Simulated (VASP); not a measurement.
All values below come from PBEsol GGA, VASP's PBE PAW potentials (set 64) (plane waves; VASP 6.6.1).

A VASP calculation is set up with these files.

KPOINTS:
```
Automatic mesh
0
Gamma
11 11 6
0 0 0
```

INCAR:
```
ALGO = Normal
EDIFF = 1E-6
EDIFFG = -0.01
ENCUT = 400
GGA = PS
IBRION = 2
ISIF = 3
ISMEAR = 1
LASPH = .TRUE.
LCHARG = .FALSE.
LMAXMIX = 6
LREAL = .FALSE.
LWAVE = .FALSE.
NELM = 100
NSW = 60
PREC = Accurate
SIGMA = 0.1
SYSTEM = Gd
```

### POSCAR
```
Gd
1.0
  1.7852182408  -3.0920884906   0.0000000000
  1.7852182408   3.0920884906   0.0000000000
  0.0000000000   0.0000000000   5.6210721672
Gd
2
direct
  0.3333330000   0.6666670000   0.2500000000
  0.6666670000   0.3333330000   0.7500000000
```

POTCAR, in this order: Gd_3 (PBE.64 set). Program: vasp_std.

The run wrote:

**OSZICAR**
```
       N       E                     dE             d eps       ncg     rms          rms(c)
DAV:   1     0.337123745136E+02    0.33712E+02   -0.76810E+03  1672   0.101E+03
DAV:   2    -0.862970231334E+01   -0.42342E+02   -0.41339E+02  1909   0.211E+02
DAV:   3    -0.100185304023E+02   -0.13888E+01   -0.13322E+01  2261   0.249E+01
DAV:   4    -0.100399842257E+02   -0.21454E-01   -0.21321E-01  1982   0.318E+00
DAV:   5    -0.100405866707E+02   -0.60244E-03   -0.60215E-03  2368   0.397E-01    0.236E+01
DAV:   6    -0.100359565151E+02    0.46302E-02   -0.23661E-02  1799   0.120E+00    0.141E+01
DAV:   7    -0.100423094108E+02   -0.63529E-02   -0.41309E-02  1774   0.157E+00    0.212E-01
DAV:   8    -0.100418832541E+02    0.42616E-03   -0.24525E-03  1894   0.374E-01    0.543E-02
DAV:   9    -0.100418794832E+02    0.37709E-05   -0.23394E-04  2234   0.112E-01    0.340E-02
DAV:  10    -0.100418758895E+02    0.35937E-05   -0.22218E-05  1965   0.338E-02    0.283E-02
DAV:  11    -0.100418765297E+02   -0.64026E-06   -0.29679E-06  1783   0.128E-02
   1 F= -.10041877E+02 E0= -.10041583E+02  d E =-.100419E+02
       N       E                     dE             d eps       ncg     rms          rms(c)
DAV:   1    -0.100424221349E+02   -0.54625E-03   -0.11750E-02  1674   0.842E-01    0.110E-01
DAV:   2    -0.100420959204E+02    0.32621E-03   -0.61926E-04  1774   0.197E-01    0.624E-02
DAV:   3    -0.100419592354E+02    0.13669E-03   -0.25699E-04  1824   0.122E-01    0.203E-02
DAV:   4    -0.100419534851E+02    0.57503E-05   -0.32298E-05  2145   0.447E-02    0.133E-02
DAV:   5    -0.100419550175E+02   -0.15324E-05   -0.25131E-06  1707   0.930E-03    0.179E-03
DAV:   6    -0.100419549985E+02    0.19014E-07   -0.17796E-07   922   0.286E-03
   2 F= -.10041955E+02 E0= -.10041664E+02  d E =-.784688E-04
       N       E                     dE             d eps       ncg     rms          rms(c)
DAV:   1    -0.100420256891E+02   -0.70672E-04   -0.16351E-03  1664   0.314E-01    0.413E-02
DAV:   2    -0.100419802159E+02    0.45473E-04   -0.85977E-05  1754   0.736E-02    0.230E-02
DAV:   3    -0.100419610823E+02    0.19134E-04   -0.35469E-05  1809   0.453E-02    0.763E-03
DAV:   4    -0.100419604157E+02    0.66662E-06   -0.45609E-06  1960   0.168E-02
   3 F= -.10041960E+02 E0= -.10041672E+02  d E =-.838860E-04
       N       E                     dE             d eps       ncg     rms          rms(c)
DAV:   1    -0.100421123270E+02   -0.15124E-03   -0.59669E-03  1674   0.561E-01    0.534E-02
DAV:   2    -0.100420280573E+02    0.84270E-04   -0.99418E-05  1899   0.806E-02    0.327E-02
DAV:   3    -0.100419921682E+02    0.35889E-04   -0.54215E-05  2122   0.553E-02    0.139E-02
DAV:   4    -0.100419924911E+02   -0.32290E-06   -0.66137E-06  1847   0.179E-02
   4 F= -.10041992E+02 E0= -.10041713E+02  d E =-.320754E-04
```

### OUTCAR
```
------------------------ aborting loop because EDIFF is reached ----------------------------------------
  FORCE on cell =-STRESS in cart. coord.  units (eV):
  Direction    XX          YY          ZZ          XY          YZ          ZX
  --------------------------------------------------------------------------------------
  Total        0.0004130      0.0004130      0.0185114      0.0000000     -0.0000000     -0.0000000
  in kB        0.0106983      0.0106983      0.4794940      0.0000000     -0.0000000     -0.0000000
  external PRESSURE =       0.1669636 kB  Pullay stress =       0.0000000 kB
  volume of cell :       61.85
      direct lattice vectors                 reciprocal lattice vectors
     1.781365570 -3.085415470  0.000000000     0.280683543 -0.162052730  0.000000000
     1.781365570  3.085415470 -0.000000000     0.280683543  0.162052730 -0.000000000
     0.000000000  0.000000000  5.626917434    -0.000000000  0.000000000  0.177717198
 POSITION                                       TOTAL-FORCE (eV/Angst)
 -----------------------------------------------------------------------------------
      1.78137      1.02847      1.40673        -0.000000     -0.000000     -0.000000
      1.78137     -1.02847      4.22019         0.000000      0.000000      0.000000
 -----------------------------------------------------------------------------------
    total drift:                                0.000000      0.000109     -0.000010
  FREE ENERGIE OF THE ION-ELECTRON SYSTEM (eV)
  ---------------------------------------------------
  free  energy   TOTEN  =       -10.0419924911 eV

  energy  without entropy=      -10.0411539621  energy(sigma->0) =      -10.04171298

 reached required accuracy - stopping structural energy minimisation
```
(Selected blocks of OUTCAR.)

File CONTCAR:
```
Gd
   1.00000000000000
     1.7813655698089339   -3.0854154700259673    0.0000000000000000
     1.7813655698089339    3.0854154700259673   -0.0000000000000000
     0.0000000000000000    0.0000000000000000    5.6269174338064341
  Gd
     2
Direct
     0.3333330000000032    0.6666669999999968    0.2500000000000000
     0.6666669999999968    0.3333330000000032    0.7500000000000000
```

The 4f electrons are frozen in the core of the lanthanide potential, so 4f levels, which can set the real gap, and their magnetism are missing.

The compound is Gd in the hcp structure. This run relaxes it. Symmetry was kept, so distortions that lower it aren't found. The start is the result of an earlier pass.
